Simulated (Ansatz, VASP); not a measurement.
# Cross-check of SnH2 between VASP and Ansatz

One calculation is typed for both programs; each brings its own data sets. How far apart do they land? The cell is generated by rule, not measured, and may not be a known phase. The two relaxations start from unlike cells of this crystal (the structure described is Ansatz's start), so only their ends are compared.

Method: plane waves, with VASP 6.6.1 beside it; relaxation of cell and atoms at PBEsol, in Ansatz 0.2.0.

The structure was built from a prototype and need not be the compound's stable phase.

**1. The structure**

It takes space group P-3 (No. 147, trigonal). The conventional cell has a = 6.229 Å, b = 6.229 Å, c = 3.141 Å, α = 90.00°, β = 90.00°, γ = 120.00°. Nearest to Sn lie 3 H at 1.93 Å. Nearest to Sn lie 6 H at 2.21 Å. Nearest to H lie 2 Sn at 1.93 to 2.21 Å. Farther neighbours are not listed. That group holds within 0.01 Å; judged at 0.001 Å it is P3 (No. 143).

Coordinates:

```xyz
9
Lattice="0.0000 0.0000 3.1407 5.3948 3.1147 0.0000 0.0000 6.2294 0.0000" Properties=species:S:1:pos:R:3 pbc="T T T"
Sn    1.7983    3.1147    0.0005
Sn    3.5966    6.2294    3.1401
Sn    0.0000    0.0000    3.1406
H     0.3200    2.0777    0.6878
H     1.6393    4.9135    0.6878
H     3.4355    2.3530    0.6878
H     1.9572    6.9899    2.4528
H     3.7576    4.4295    2.4528
H     5.0748    7.2688    2.4528
```

**2. VASP: relaxation of cell and atoms, PBEsol**

The relaxed volume is the usual yardstick between codes: in a stiff, nearly cubic crystal its relative difference is about their pressure difference at one cell divided by the bulk modulus.

Lines of VASP's logs that name or quote its potential files are left out, and so is its time.

Input file INCAR:

```
SYSTEM = SnH2
PREC = Accurate
ENCUT = 500
EDIFF = 1E-07
NELM = 120
ISMEAR = 1
SIGMA = 0.2
LREAL = .FALSE.
ALGO = Normal
GGA = PS
NBANDS = 33
LORBIT = 11
LWAVE = .FALSE.
LCHARG = .FALSE.
ISIF = 3
IBRION = 2
NSW = 80
EDIFFG = -0.005
LASPH = .TRUE.
GGA_COMPAT = .FALSE.
NELMIN = 4
KPAR = 2
```

Input file POSCAR:

```
SnH2
1.0
    0.0000000000      0.0000000000      3.2815489041
    5.7169196923      3.3006649177      0.0000000000
    0.0000003193      6.6013303884      0.0000000000
Sn H
3 6
Direct
    0.8770589643      0.3333333333      0.3333333333
    0.1228862283      0.6666666667      0.6666666667
    0.9999564973      0.0000000000      0.0000000000
    0.1381881962      0.1497590319      0.2351409703
    0.1381881962      0.2351410213      0.6150997601
    0.1381881962      0.6150999468      0.1497589486
    0.8618448922      0.3849173907      0.8502162577
    0.8618448922      0.7648661437      0.3849172865
    0.8618448922      0.8502162802      0.7648662274
```

Input file KPOINTS:

```
Automatic mesh
0
Gamma
12 9 9
0 0 0
```

The projector-augmented-wave data sets are Sn_d and H (PBE family, release 64).

On the command line:

```bash
> mpirun -np 2 vasp_std
```

Numbers of over 12 decimals in the logs are rounded to 6 here.

The log of the run:

```text
[banner, memory and clock lines left out]
running    2 mpi-ranks, on    1 nodes
 distrk:  each k-point on    1 cores,    2 groups
 distr:  one band on    1 cores,    1 groups

 POSCAR found type information on POSCAR SnH
 POSCAR found :  2 types and       9 ions
|                                                                             |
|               ----> ADVICE to this user running VASP <----                  |
|                                                                             |
|     You enforced a specific xc type in the INCAR file but a different       |
|     [... a line on the potential file left out ...]
|     I HOPE YOU KNOW WHAT YOU ARE DOING!                                     |
|                                                                             |

 LDA part: xc-table for (Slater+PW92), standard interpolation
 POSCAR, INCAR and KPOINTS ok, starting setup
 FFT: planning ... GRIDC
 FFT: planning ... GRID_SOFT
 FFT: planning ... GRID
 WAVECAR not read
 entering main loop
       N       E                     dE             d eps       ncg     rms          rms(c)
DAV:   1     0.420153655901E+03    0.42015E+03   -0.22690E+04 11819   0.193E+03
DAV:   2     0.276712696862E+02   -0.39248E+03   -0.37931E+03 11598   0.500E+02
DAV:   3    -0.275091271654E+02   -0.55180E+02   -0.54016E+02 13927   0.169E+02
DAV:   4    -0.299974401829E+02   -0.24883E+01   -0.24781E+01 13134   0.396E+01
DAV:   5    -0.300812320952E+02   -0.83792E-01   -0.83779E-01 17253   0.711E+00    0.642E+00
DAV:   6    -0.292181278750E+02    0.86310E+00   -0.61562E-01 15378   0.650E+00    0.323E+00
DAV:   7    -0.290206155693E+02    0.19751E+00   -0.77481E-01 14042   0.547E+00    0.641E-01
DAV:   8    -0.290222132215E+02   -0.15977E-02   -0.10213E-01 13263   0.285E+00    0.257E-01
DAV:   9    -0.290221740849E+02    0.39137E-04   -0.54628E-03 14570   0.750E-01    0.826E-02
DAV:  10    -0.290223938456E+02   -0.21976E-03   -0.15422E-03 16503   0.274E-01    0.596E-02
DAV:  11    -0.290223728605E+02    0.20985E-04   -0.12362E-04 14882   0.116E-01    0.148E-02
DAV:  12    -0.290223767055E+02   -0.38450E-05   -0.32418E-05 13391   0.430E-02    0.527E-03
DAV:  13    -0.290223756026E+02    0.11029E-05   -0.20976E-06 15231   0.953E-03    0.238E-03
DAV:  14    -0.290223756265E+02   -0.23940E-07   -0.54955E-07 11537   0.607E-03
   1 F= -.29022376E+02 E0= -.29022142E+02  d E =-.290224E+02
[...]
2 F= -.29022427E+02 E0= -.29022192E+02  d E =-.509681E-04
[...]
3 F= -.29022429E+02 E0= -.29022192E+02  d E =-.532727E-04
[...]
4 F= -.29022444E+02 E0= -.29022207E+02  d E =-.679727E-04
[...]
5 F= -.29022475E+02 E0= -.29022238E+02  d E =-.318586E-04
 trial-energy change:   -0.000032  1 .order   -0.000031   -0.000038   -0.000023
 step:   2.3176(harm=  3.0867)  dis= 0.00089  next Energy=   -29.022487 (dE=-0.434E-04)
 bond charge predicted
       N       E                     dE             d eps       ncg     rms          rms(c)
DAV:   1    -0.290225444783E+02   -0.68955E-04   -0.30508E-03 16294   0.510E-01    0.409E-02
DAV:   2    -0.290225036422E+02    0.40836E-04   -0.13928E-04 14349   0.138E-01    0.184E-02
DAV:   3    -0.290224930695E+02    0.10573E-04   -0.42023E-05 15398   0.742E-02    0.354E-03
DAV:   4    -0.290224919596E+02    0.11098E-05   -0.41421E-06 12588   0.226E-02    0.173E-03
DAV:   5    -0.290224916310E+02    0.32869E-06   -0.38540E-07 11256   0.674E-03    0.900E-04
DAV:   6    -0.290224915670E+02    0.63998E-07   -0.40728E-08  5860   0.193E-03
   6 F= -.29022492E+02 E0= -.29022252E+02  d E =-.479677E-04
 curvature:  -1.91 expect dE=-0.121E-04 dE for cont linesearch -0.255E-05
 trial: gam=-0.05577 g(F)=  0.549E-05 g(S)=  0.872E-06 ort = 0.796E-05 (trialstep = 0.143E+01)
 search vector abs. value=  0.562E-05
 reached required accuracy - stopping structural energy minimisation
```

OUTCAR, selected parts (step 2):

```text
ion  position               nearest neighbor table
   1  0.877  0.333  0.333-   5 1.85   6 1.85   4 1.85
   2  0.123  0.667  0.667-   9 1.85   7 1.85   8 1.85
   3  1.000  0.000  0.000-   4 2.26   6 2.26   5 2.26   8 2.26   7 2.26   9 2.26
   4  0.138  0.150  0.235-   1 1.85   3 2.26
   5  0.138  0.235  0.615-   1 1.85   3 2.26
   6  0.138  0.615  0.150-   1 1.85   3 2.26
   7  0.862  0.385  0.850-   2 1.85   3 2.26
   8  0.862  0.765  0.385-   2 1.85   3 2.26
   9  0.862  0.850  0.765-   2 1.85   3 2.26

  LATTYP: Found a hexagonal cell.
 ALAT       =     6.6013303884
 C/A-ratio  =     0.4971041761

 Subroutine GETGRP returns: Found  3 space group operations
 (whereof  3 operations were pure point group operations)

The static configuration has the point symmetry C_3 .

 Found    175 irreducible k-points:

   k-points           NKPTS =    175   k-points in BZ     NKDIM =    175   number of bands    NBANDS=     33

   dimension x,y,z NGX =    24 NGY =   48 NGZ =   48
   dimension x,y,z NGXF=    48 NGYF=   96 NGZF=   96

   ENCUT  =  500.0 eV  36.75 Ry    6.06 a.u.   5.98 12.04 12.04*2*pi/ulx,y,z

   NELECT =      48.0000    total number of electrons

 k-points in reciprocal lattice and weights: Automatic mesh
   0.00000000  0.00000000  0.00000000       0.001
   0.08333333  0.00000000  0.00000000       0.002
   0.16666667  0.00000000  0.00000000       0.002
   0.25000000  0.00000000  0.00000000       0.002
   0.33333333  0.00000000  0.00000000       0.002
   0.41666667  0.00000000  0.00000000       0.002
   0.50000000  0.00000000  0.00000000       0.001
   0.00000000  0.11111111  0.00000000       0.006
   0.08333333  0.11111111  0.00000000       0.006
[...]
0.41666667  0.33333333 -0.33333333       0.002
   0.50000000 -0.33333333  0.33333333       0.002

 average (electrostatic) potential at core
       1-102.0749       2-102.0750       3-102.1664       4 -31.7502       5 -31.7502
       6 -31.7502       7 -31.7499       8 -31.7499       9 -31.7499

 E-fermi :   4.7755

 k-point     1 :       0.0000    0.0000    0.0000
  band No.  band energies     occupation
    ...
     18      -2.4583      2.00000
     19      -1.1615      2.00000
     20      -1.1615      2.00000
     21      -0.3283      2.00000
     22      -0.3283      2.00000
     23       6.0630     -0.00000
     24       6.9723     -0.00000
     25       7.0025     -0.00000
     26       7.0025     -0.00000
     27       8.5225     -0.00000
    ...

 k-point     2 :       0.0833    0.0000    0.0000
  band No.  band energies     occupation
    ...
     18      -2.3674      2.00000
     19      -1.0942      2.00000
     20      -1.0942      2.00000
     21      -0.2554      2.00000
     22      -0.2554      2.00000
     23       5.4904     -0.00001
     24       6.8535     -0.00000
     25       7.0898     -0.00000
     26       7.0898     -0.00000
     27       8.4753     -0.00000
    ...

 k-point     3 :       0.1667    0.0000    0.0000
  band No.  band energies     occupation
    ...
     19      -0.9005      2.00000
     20      -0.9005      2.00000
     21      -0.0453      2.00000
     22      -0.0453      2.00000
     23       4.2232      2.00067
     24       6.2127     -0.00000
     25       7.3367     -0.00000
     26       7.3367     -0.00000
     27       8.2869     -0.00000
     28       8.2869     -0.00000
    ...

  Total       -0.0004519     -0.0004519     -0.0127409      0.0000000     -0.0000000     -0.0000000
  in kB       -0.0058298     -0.0058298     -0.1643710      0.0000003     -0.0000000     -0.0000000
  external PRESSURE =      -0.0586769 kB  Pullay stress =       0.0000000 kB

  energy-cutoff  :      500.00
  volume of cell :      124.19
      direct lattice vectors                 reciprocal lattice vectors
    -0.000000000 -0.000000000  3.285184716    -0.000000000  0.000000000  0.304396887
     5.721742964  3.303449611  0.000000000     0.174771925 -0.000000009  0.000000000
     0.000000340  6.606899812  0.000000000    -0.087385954  0.151356924 -0.000000000

 POSITION                                       TOTAL-FORCE (eV/Angst)
 -----------------------------------------------------------------------------------
      1.90725      3.30345      2.88202         0.000000      0.000000     -0.002608
      3.81450      6.60690      0.40330         0.000000      0.000000      0.001867
     -0.00000     -0.00000      3.28510         0.000000      0.000000     -0.000131
      0.85788      2.04909      0.45280         0.001939     -0.000167     -0.003444
      1.34562      4.83941      0.45280        -0.001114     -0.001596     -0.003444
      3.51824      3.02185      0.45280        -0.000825      0.001762     -0.003444
      2.20344      6.88847      2.83237         0.001208     -0.001854      0.003735
      4.37618      5.07090      2.83237         0.001001      0.001973      0.003735
      4.86387      7.86133      2.83237        -0.002209     -0.000120      0.003735
 -----------------------------------------------------------------------------------
    total drift:                                0.000097      0.000067     -0.000147

  FREE ENERGIE OF THE ION-ELECTRON SYSTEM (eV)
  ---------------------------------------------------
  free  energy   TOTEN  =       -29.0224915670 eV

  energy  without entropy=      -29.0217729269  energy(sigma->0) =      -29.02225202

 reached required accuracy - stopping structural energy minimisation

 total charge
# of ion       s       p       d       tot
------------------------------------------
    1        1.232   1.074  10.016  12.323
    2        1.233   1.074  10.016  12.322
    3        1.313   0.811   9.987  12.111
    4        0.492   0.010   0.000   0.501
    5        0.492   0.010   0.000   0.501
    6        0.492   0.010   0.000   0.501
    7        0.491   0.010   0.000   0.501
    8        0.491   0.010   0.000   0.501
    9        0.491   0.010   0.000   0.501
--------------------------------------------------
tot          6.727   3.018  30.019  39.765

[... 3 further parts left out ...]
```

CONTCAR:

```
SnH2
   1.00000000000000
    -0.0000000000000000   -0.0000000000000000    3.2851847160064929
     5.7217429643238518    3.3034496113865219    0.0000000000000000
     0.0000003401951306    6.6068998119643592    0.0000000000000000
  Sn              H
     3     6
Direct
     0.8772779752354851    0.3333333332999970    0.3333333332999970
     0.1227626086461133    0.6666666667000030    0.6666666667000030
     0.9999751367532842    0.0000000000000000    0.0000000000000000
     0.1378317528412479    0.1499335838720621    0.2351772158082458
     0.1378317528412479    0.2351772668082475    0.6148889626196926
     0.1378317528412479    0.6148891493196903    0.1499335005720670
     0.8621633253137838    0.3850989443623752    0.8500675784481045
     0.8621633253137838    0.7648332692895125    0.3850988401623760
     0.8621633253137838    0.8500676009481076    0.7648333529895148
```

The run keeps the 3 symmetry operations of its start, so it cannot find a distortion of lower symmetry.

(Continued in part 2 of 2.)

[Lines on the potential files, build, host, timing and source positions are cut from VASP's logs without a mark.]

[Logs are printed without paths, hosts, clocks, repeated set-up lines and the standing remarks that a program may print on its own settings, such as how far it seeks lower states.]

[Hosts, paths, dates, database ids (printed as entryN), source tags and the programs' standing remarks are cut or masked in the printed files.]
